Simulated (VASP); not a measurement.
Method: PBEsol GGA, VASP's PBE PAW potentials (set 64) (plane waves; VASP).

VASP input:

**INCAR**
```
# general
SYSTEM   =  TlBi
PREC     =  Accurate
ENCUT    =  400
LREAL    =  .FALSE.   # projection in real space or not
LASPH    =  .TRUE.

# electronic loop
EDIFF    =  1E-6
NELM     =  100   # most electronic steps
ALGO     =  Normal
LMAXMIX  =  4   # l cut-off of mixed one-centre charges

# smearing
ISMEAR   =  0   # Gaussian
SIGMA    =  0.05

# functional
GGA      =  PS   # PBEsol

# ions
IBRION   =  2   # conjugate gradients
NSW      =  60   # most ionic steps
ISIF     =  3   # ions, shape and volume
EDIFFG   =  -0.01   # ionic stop

# output
LWAVE    =  .FALSE.
LCHARG   =  .FALSE.
```

**KPOINTS**
```
Automatic mesh
0
gamma
6 6 4
```

POSCAR:
```
TlBi
1
    4.3950000000     0.0000000000     0.0000000000
   -2.1975000000     3.8061820000     0.0000000000
    0.0000000000     0.0000000000     7.3250000000
Tl Bi
2 2
Direct
  0.0000000000   0.0000000000   0.0000000000
  0.0000000000   0.0000000000   0.5000000000
  0.3333330000   0.6666670000   0.2500000000
  0.6666670000   0.3333330000   0.7500000000
```

POTCAR, in this order: Tl_d Bi_d (PBE.64 set). Program: vasp_std.

Output of the run:

OSZICAR:
```
       N       E                     dE             d eps       ncg     rms          rms(c)
DAV:   1     0.493372979236E+03    0.49337E+03   -0.25570E+04  1386   0.157E+03
DAV:   2     0.307781170763E+02   -0.46259E+03   -0.45665E+03  1428   0.451E+02
DAV:   3    -0.117775972949E+02   -0.42556E+02   -0.42011E+02  1653   0.151E+02
DAV:   4    -0.131906104900E+02   -0.14130E+01   -0.14111E+01  1568   0.279E+01
DAV:   5    -0.132525108851E+02   -0.61900E-01   -0.61895E-01  2013   0.564E+00    0.535E+00
DAV:   6    -0.131525702650E+02    0.99941E-01   -0.21032E-01  1581   0.356E+00    0.359E+00
DAV:   7    -0.131366816633E+02    0.15889E-01   -0.11970E-01  1586   0.277E+00    0.897E-01
DAV:   8    -0.131340072277E+02    0.26744E-02   -0.23495E-02  1519   0.103E+00    0.119E-01
DAV:   9    -0.131340212984E+02   -0.14071E-04   -0.84928E-04  1807   0.177E-01    0.351E-02
DAV:  10    -0.131340393284E+02   -0.18030E-04   -0.97402E-05  1890   0.767E-02    0.173E-02
DAV:  11    -0.131340364019E+02    0.29265E-05   -0.19689E-05  1402   0.337E-02    0.767E-03
DAV:  12    -0.131340360852E+02    0.31670E-06   -0.31847E-06  1251   0.107E-02
   1 F= -.13134036E+02 E0= -.13131154E+02  d E =-.131340E+02
       N       E                     dE             d eps       ncg     rms          rms(c)
DAV:   1    -0.146336630508E+02   -0.14996E+01   -0.39145E+01  1586   0.665E+01    0.660E+00
DAV:   2    -0.134051182276E+02    0.12285E+01   -0.25464E+00  1577   0.160E+01    0.259E+00
DAV:   3    -0.131723914657E+02    0.23273E+00   -0.79225E-01  1615   0.865E+00    0.147E+00
DAV:   4    -0.131684172831E+02    0.39742E-02   -0.61579E-02  1471   0.136E+00    0.221E-01
DAV:   5    -0.131664755154E+02    0.19418E-02   -0.16509E-02  1780   0.112E+00    0.124E-01
DAV:   6    -0.131664986123E+02   -0.23097E-04   -0.97754E-04  1607   0.257E-01    0.430E-02
DAV:   7    -0.131664884924E+02    0.10120E-04   -0.54464E-05  1803   0.649E-02    0.163E-02
DAV:   8    -0.131664851399E+02    0.33524E-05   -0.27971E-05  1301   0.332E-02    0.267E-03
DAV:   9    -0.131664848937E+02    0.24622E-06   -0.26866E-06  1185   0.130E-02
   2 F= -.13166485E+02 E0= -.13164563E+02  d E =-.324488E-01
       N       E                     dE             d eps       ncg     rms          rms(c)
DAV:   1    -0.131963571684E+02   -0.29872E-01   -0.73750E-01  1587   0.865E+00    0.913E-01
DAV:   2    -0.131716355664E+02    0.24722E-01   -0.53829E-02  1577   0.232E+00    0.354E-01
DAV:   3    -0.131673333515E+02    0.43022E-02   -0.15880E-02  1595   0.124E+00    0.189E-01
DAV:   4    -0.131673277233E+02    0.56282E-05   -0.15207E-03  1431   0.225E-01    0.410E-02
DAV:   5    -0.131672803811E+02    0.47342E-04   -0.37396E-04  1685   0.161E-01    0.223E-02
DAV:   6    -0.131672858181E+02   -0.54370E-05   -0.27565E-05  1646   0.400E-02    0.902E-03
DAV:   7    -0.131672856018E+02    0.21634E-06   -0.31885E-06  1040   0.156E-02
   3 F= -.13167286E+02 E0= -.13165387E+02  d E =-.332495E-01
       N       E                     dE             d eps       ncg     rms          rms(c)
DAV:   1    -0.132649858649E+02   -0.97700E-01   -0.40529E+00  1476   0.136E+01    0.143E+00
DAV:   2    -0.132128468787E+02    0.52139E-01   -0.81150E-02  1705   0.254E+00    0.877E-01
DAV:   3    -0.131834270692E+02    0.29420E-01   -0.54360E-02  1702   0.167E+00    0.103E-01
DAV:   4    -0.131836022775E+02   -0.17521E-03   -0.43237E-03  1620   0.508E-01    0.434E-02
DAV:   5    -0.131835936134E+02    0.86642E-05   -0.18877E-04  1847   0.109E-01    0.119E-02
DAV:   6    -0.131835942072E+02   -0.59388E-06   -0.14581E-05  1422   0.273E-02    0.520E-03
DAV:   7    -0.131835943972E+02   -0.18999E-06   -0.11438E-06   834   0.796E-03
   4 F= -.13183594E+02 E0= -.13181309E+02  d E =-.163088E-01
       N       E                     dE             d eps       ncg     rms          rms(c)
DAV:   1    -0.139404879175E+02   -0.75689E+00   -0.35710E+01  1475   0.404E+01    0.425E+00
DAV:   2    -0.134777669617E+02    0.46272E+00   -0.71978E-01  1689   0.747E+00    0.260E+00
DAV:   3    -0.132178223091E+02    0.25994E+00   -0.47195E-01  1740   0.468E+00    0.294E-01
DAV:   4    -0.132197350365E+02   -0.19127E-02   -0.36100E-02  1611   0.138E+00    0.124E-01
DAV:   5    -0.132197032121E+02    0.31824E-04   -0.15360E-03  1846   0.316E-01    0.327E-02
DAV:   6    -0.132197075422E+02   -0.43301E-05   -0.10707E-04  1466   0.656E-02    0.148E-02
DAV:   7    -0.132197082702E+02   -0.72794E-06   -0.94610E-06  1434   0.212E-02
   5 F= -.13219708E+02 E0= -.13218569E+02  d E =-.524227E-01
       N       E                     dE             d eps       ncg     rms          rms(c)
DAV:   1    -0.133463486038E+02   -0.12664E+00   -0.60107E+00  1475   0.167E+01    0.177E+00
DAV:   2    -0.132663201861E+02    0.80028E-01   -0.12473E-01  1693   0.324E+00    0.106E+00
DAV:   3    -0.132229055936E+02    0.43415E-01   -0.76850E-02  1852   0.204E+00    0.151E-01
DAV:   4    -0.132232449553E+02   -0.33936E-03   -0.62487E-03  1470   0.571E-01    0.561E-02
DAV:   5    -0.132232191480E+02    0.25807E-04   -0.21068E-04  1998   0.117E-01    0.147E-02
DAV:   6    -0.132232196602E+02   -0.51228E-06   -0.15241E-05  1420   0.267E-02    0.533E-03
DAV:   7    -0.132232199514E+02   -0.29121E-06   -0.86170E-07   815   0.630E-03
   6 F= -.13223220E+02 E0= -.13221414E+02  d E =-.559343E-01
       N       E                     dE             d eps       ncg     rms          rms(c)
DAV:   1    -0.135113860656E+02   -0.28817E+00   -0.69121E+00  1579   0.269E+01    0.287E+00
DAV:   2    -0.132616680735E+02    0.24972E+00   -0.54132E-01  1576   0.735E+00    0.108E+00
DAV:   3    -0.132219807982E+02    0.39687E-01   -0.15922E-01  1595   0.395E+00    0.578E-01
DAV:   4    -0.132225122517E+02   -0.53145E-03   -0.16469E-02  1388   0.672E-01    0.161E-01
DAV:   5    -0.132218903269E+02    0.62192E-03   -0.43171E-03  1601   0.526E-01    0.838E-02
DAV:   6    -0.132219559503E+02   -0.65623E-04   -0.35143E-04  1648   0.131E-01    0.361E-02
DAV:   7    -0.132219490515E+02    0.68988E-05   -0.48178E-05  1680   0.583E-02    0.107E-02
DAV:   8    -0.132219487212E+02    0.33033E-06   -0.62502E-06  1219   0.161E-02
   7 F= -.13221949E+02 E0= -.13220012E+02  d E =0.127123E-02
       N       E                     dE             d eps       ncg     rms          rms(c)
DAV:   1    -0.133188467911E+02   -0.96898E-01   -0.23164E+00  1578   0.160E+01    0.165E+00
DAV:   2    -0.132383406991E+02    0.80506E-01   -0.16679E-01  1576   0.411E+00    0.626E-01
DAV:   3    -0.132247711362E+02    0.13570E-01   -0.52224E-02  1579   0.226E+00    0.352E-01
DAV:   4    -0.132248340072E+02   -0.62871E-04   -0.51849E-03  1404   0.381E-01    0.957E-02
DAV:   5    -0.132246173933E+02    0.21661E-03   -0.15699E-03  1592   0.330E-01    0.398E-02
DAV:   6    -0.132246270996E+02   -0.97063E-05   -0.12936E-04  1674   0.863E-02    0.183E-02
DAV:   7    -0.132246243333E+02    0.27663E-05   -0.12708E-05  1736   0.333E-02    0.700E-03
DAV:   8    -0.132246239628E+02    0.37057E-06   -0.31723E-06  1128   0.137E-02
   8 F= -.13224624E+02 E0= -.13222762E+02  d E =-.140401E-02
```

**OUTCAR**
```
------------------------ aborting loop because EDIFF is reached ----------------------------------------
  FORCE on cell =-STRESS in cart. coord.  units (eV):
  Direction    XX          YY          ZZ          XY          YZ          ZX
  --------------------------------------------------------------------------------------
  Total       -0.0142200     -0.0142200      0.0050620      0.0000000      0.0000000      0.0000000
  in kB       -0.1818959     -0.1818959      0.0647510      0.0000000      0.0000000      0.0000000
  external PRESSURE =      -0.0996803 kB  Pullay stress =       0.0000000 kB
  volume of cell :      125.25
      direct lattice vectors                 reciprocal lattice vectors
     4.260349921 -0.000000000 -0.000000000     0.234722504  0.135517089 -0.000000000
    -2.130174960  3.689571578  0.000000000     0.000000000  0.271034178 -0.000000000
    -0.000000000  0.000000000  7.968316099     0.000000000  0.000000000  0.125497029
 POSITION                                       TOTAL-FORCE (eV/Angst)
 -----------------------------------------------------------------------------------
      0.00000      0.00000      0.00000        -0.000000     -0.000000     -0.000000
     -0.00000      0.00000      3.98416        -0.000000     -0.000000     -0.000000
     -0.00000      2.45972      1.99208        -0.000000      0.000000     -0.000000
      2.13018      1.22986      5.97624         0.000000     -0.000000      0.000000
 -----------------------------------------------------------------------------------
    total drift:                                0.000000     -0.000000      0.000000
  FREE ENERGIE OF THE ION-ELECTRON SYSTEM (eV)
  ---------------------------------------------------
  free  energy   TOTEN  =       -13.2246239628 eV

  energy  without entropy=      -13.2208992997  energy(sigma->0) =      -13.22276163

 reached required accuracy - stopping structural energy minimisation
```
(Selected blocks of OUTCAR.)

**CONTCAR**
```
TlBi
   1.00000000000000
     4.2603499209057913   -0.0000000000000000   -0.0000000000000000
    -2.1301749604528957    3.6895715780893044    0.0000000000000000
    -0.0000000000000000    0.0000000000000001    7.9683160988253388
  Tl              Bi
     2     2
Direct
     0.0000000000000000    0.0000000000000000    0.0000000000000000
     0.0000000000000000    0.0000000000000000    0.5000000000000000
     0.3333330000000032    0.6666669999999968    0.2500000000000000
     0.6666669999999968    0.3333330000000032    0.7500000000000000
```

### OUTCAR
```
 val. band max:        6.2667239238   @ k =   0.3333  -0.0000   0.5000

 cond. band min:       6.3889622294   @ k =   0.5000   0.0000   0.2500


 Fermi energy:         6.3881263368

 k-point     1 :       0.0000    0.0000    0.0000
  band No.  band energies     occupation
      1     -16.3061      2.00000
      2     -16.3061      2.00000
      3     -16.3041      2.00000
      4     -16.3041      2.00000
      5     -16.2854      2.00000
      6     -16.2854      2.00000
      7     -16.2769      2.00000
      8     -16.2769      2.00000
      9     -16.2702      2.00000
     10     -16.2650      2.00000
     11      -5.9142      2.00000
     12      -5.0768      2.00000
     13      -5.0768      2.00000
     14      -5.0436      2.00000
     15      -4.9870      2.00000
     16      -4.9870      2.00000
     17      -4.9573      2.00000
     18      -4.9573      2.00000
     19      -4.9287      2.00000
     20      -4.9267      2.00000
     21      -4.9267      2.00000
     22      -4.7532      2.00000
     23      -1.1852      2.00000
     24       2.7601      2.00000
     25       5.3408      2.00000
     26       6.7693      0.00000
     27       6.7694      0.00000
     28       7.5488      0.00000
     29       7.5488      0.00000
     30       8.3845      0.00000
     31       9.9913      0.00000
     32      10.7014      0.00000
     33      10.7015      0.00000

 k-point     2 :       0.1667    0.0000    0.0000
  band No.  band energies     occupation
      1     -16.3057      2.00000
      2     -16.3050      2.00000
      3     -16.3008      2.00000
      4     -16.2992      2.00000
      5     -16.2857      2.00000
      6     -16.2852      2.00000
      7     -16.2808      2.00000
      8     -16.2779      2.00000
      9     -16.2670      2.00000
     10     -16.2626      2.00000
     11      -5.6942      2.00000
     12      -5.4009      2.00000
     13      -5.0694      2.00000
     14      -5.0217      2.00000
     15      -5.0144      2.00000
...
```

Energy and stress use the plane-wave basis of the starting cell. Unless said otherwise, spin-orbit coupling is left out, though it shifts the bands of the heavy elements here.

The structure was generated: TlBi was put into the NiAs type type (P6_3/mmc), which need not be its known phase. This run relaxes it. Symmetry was kept, so distortions that lower it aren't found.
